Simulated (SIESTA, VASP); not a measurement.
An input for SIESTA (GGA PBE, numerical atomic orbitals DZP, PseudoDojo PBE standard norm-conserving potentials (rewritten from UPF to PSML)):

```
# files in the folder: Na.psml S.psml (PseudoDojo PBE standard)
SystemName  Na2S
SystemLabel Na2S

NumberOfAtoms                3
NumberOfSpecies              2
%block ChemicalSpeciesLabel
  1 11 Na
  2 16 S
%endblock ChemicalSpeciesLabel
LatticeConstant              1.0 Ang
%block LatticeVectors
     0.000000000    3.332130000    3.332130000
     3.332130000    0.000000000    3.332130000
     3.332130000    3.332130000    0.000000000
%endblock LatticeVectors
AtomicCoordinatesFormat      Ang
%block AtomicCoordinatesAndAtomicSpecies
     1.666065000    1.666065000    1.666065000  1
     4.998195000    4.998195000    4.998195000  1
     0.000000000    0.000000000    0.000000000  2
%endblock AtomicCoordinatesAndAtomicSpecies

XC.functional                GGA
XC.authors                   PBE
PAO.BasisSize                DZP
PAO.EnergyShift              0.01 Ry
MeshCutoff                   400 Ry
%block kgrid.MonkhorstPack
    6   0   0  0.0
    0   6   0  0.0
    0   0   6  0.0
%endblock kgrid.MonkhorstPack
OccupationFunction           FD
ElectronicTemperature        0.02 eV

MaxSCFIterations             150
SCF.Mixer.Method             Broyden
SCF.Mixer.Weight             0.1
SCF.Mixer.History            6
SCF.DM.Tolerance             1.0E-04
Diag.ParallelOverK           true
WriteForces                  true
```

**Question.** Write the VASP files for the same calculation.

**Answer.** One set of files that does it:

**POSCAR**
```
Na2S
4.7123430
  0.0000000000   0.7071068468   0.7071068468
  0.7071068468   0.0000000000   0.7071068468
  0.7071068468   0.7071068468   0.0000000000
Na S
2 1
Cart
  0.3535534234   0.3535534234   0.3535534234
  1.0606602703   1.0606602703   1.0606602703
  0.0000000000   0.0000000000   0.0000000000
```

### INCAR
```
# general
SYSTEM  =  Na2S
PREC    =  Accurate
ENCUT   =  300
LREAL   =  .False.
LASPH   =  .True.

# electronic loop
EDIFF   =  1E-6
NELM    =  100
ALGO    =  Normal

# smearing
ISMEAR  =  -1
SIGMA   =  0.02

# functional
GGA     =  PE

# ions
ISIF    =  2

# output
LWAVE   =  .False.
LCHARG  =  .False.
```

KPOINTS:
```
Automatic
0
Gamma
 6 6 6
0 0 0
```

POTCAR, in this order: Na_pv S (PBE.64 set). Program: vasp_std.

Both are inputs of real runs that ended normally. What can't carry over is the choice of potentials or basis and its cut-off, and each code's defaults.

The structure is a typed Na2S crystal (Fm-3m). The cell was not relaxed at this level, and it may have been scaled.
